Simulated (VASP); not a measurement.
```yaml
crystal:
  lattice:
    - [1.21312, -2.10118, 0.00000]
    - [1.21312, 2.10118, 0.00000]
    - [0.00000, 0.00000, 3.91030]
  atoms:
    - { symbol: Co, position: [0.33333, 0.66667, 0.25000], spin: 1.5 }
    - { symbol: Co, position: [0.66667, 0.33333, 0.75000], spin: 1.5 }
```

All values below come from LDA (Ceperley-Alder, Perdew-Zunger), VASP's LDA PAW potentials (set 64) (plane waves; VASP). Settings: 520 eV cut-off, Gaussian smearing of 0.050 eV, potentials Co.

### Question
Predict the cell moment, band gap (along the path) with the smallest direct gap where there is one.

### Answer

```json
{
 "band gap (along the path)": "none (metal, semimetal or under 0.01 eV)",
 "cell_moment": "2.96 μB"
}
```

Total energies compare only between runs with the same potentials, cut-off and functional.

The compound is Co in the hcp structure. It was relaxed first, which changed the volume by -10 %.
